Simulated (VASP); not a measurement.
Energy against volume of HgTe (zinc blende). Calculation: optB86b-vdW, VASP's PBE PAW potentials (set 64) (plane waves; VASP). Numerical set-up: 520 eV cut-off, 10×10×10 Γ-centred mesh, first-order Methfessel-Paxton smearing of 0.10 eV, potentials Hg Te.

| V (Å³/atom) | E (eV/atom) |
|---|---|
| 33.559 | 0.48996 |
| 34.630 | 0.47646 |
| 35.701 | 0.47229 |
| 36.772 | 0.47587 |

Question: Fit these four points and predict the energy of the run at 37.843 Å³/atom.

Answer: A cubic in V^(−2/3), the third-order Birch-Murnaghan form, passes through the four points with V0 = 35.71 Å³/atom and B0 = 38 GPa, and gives 0.4859 eV/atom there. The run gave 0.4859 eV/atom, -0.0 meV/atom from the fit; all five points give B0 = 38 GPa.

The compound is HgTe in the zinc blende structure. It was relaxed first, which changed the volume by +6 %.
